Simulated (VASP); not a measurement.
Here is the system:

```
CELL_PARAMETERS angstrom
      5.04827     0.00000     0.00000
      0.00000     5.04827     0.00000
      0.00000     0.00000     5.04827
ATOMIC_POSITIONS crystal
  Cd 0.00000 0.00000 0.00000
  Cd 0.50000 0.50000 0.00000
  Cd 0.50000 0.00000 0.50000
  O  0.50000 0.50000 0.50000
  O  0.00000 0.00000 0.50000
  O  0.00000 0.50000 0.00000
  O  0.50000 0.00000 0.00000
  Ba 0.00000 0.50000 0.50000
```

Method: PBE GGA, VASP's PBE PAW potentials (set 64) (plane waves; VASP). Settings: 500 eV cut-off, Gaussian smearing of 0.050 eV, potentials Cd O Ba_sv.

Unless said otherwise, spin-orbit coupling is left out, though it shifts the bands of the heavy elements here.

Q: Estimate the band gap (along the path) with the smallest direct gap where there is one.

A: 
```yaml
band gap (along the path): none (metal, semimetal or under 0.01 eV)
```

The absolute energy has meaning only against runs of the same code, potentials and settings.

The structure was generated: BaCd3O4 was put into an ordered model structure (Pm-3m), which need not be its known phase. It was relaxed first, which changed the volume by +9 %.
